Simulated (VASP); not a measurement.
Ti2Ag, 6 atoms in the cell. The cell holds a slab with vacuum, 6 atoms: a = 2.945 Å, b = 2.945 Å, c = 24.968 Å, α = 90.00°, β = 90.00°, γ = 90.00°.  The cell isn't the ideal one: the (0 0 1) slab of Ti2Ag, cut from the database cell, not relaxed.

| Quantity | Value |
| --- | --- |
| Program | VASP 6.6.1 |
| Task | relaxation of the atoms |
| Functional | optB86b-vdW |
| Potentials or basis | VASP PAW PBE potentials, release 64 (Ti_sv, Ag) |
| Cutoff | 520 eV |
| k mesh | 9 × 9 × 1 |
| Occupations | gaussian, width 0.05 eV |
| Spin | no spin polarisation |
| Dipole correction | yes |
| Atoms held fixed (from 0) | [0, 4, 1] |
| Further INCAR settings | ALGO = Normal; EDIFF = 1e-06; IBRION = 2; EDIFFG = -0.01; NSW = 40 |

Potentials or basis: VASP PAW PBE potentials, release 64 (Ti_sv, Ag).

Run with:

```bash
$ cat potpaw_PBE.64/Ti_sv/POTCAR potpaw_PBE.64/Ag/POTCAR > POTCAR
$ mpirun -np 1 vasp_std > vasp.out
```

Hardware: 1 thread of Intel(R) Xeon(R) 6975P-C (Granite Rapids) (shared host).

**Question.** How long does it take, and how much memory?

**Answer.** Run time: 38 min on 1 thread of Intel(R) Xeon(R) 6975P-C (Granite Rapids) (shared host), peak memory 0.91 GiB. Counts: scf iterations 162, k points 15, ion steps 12.
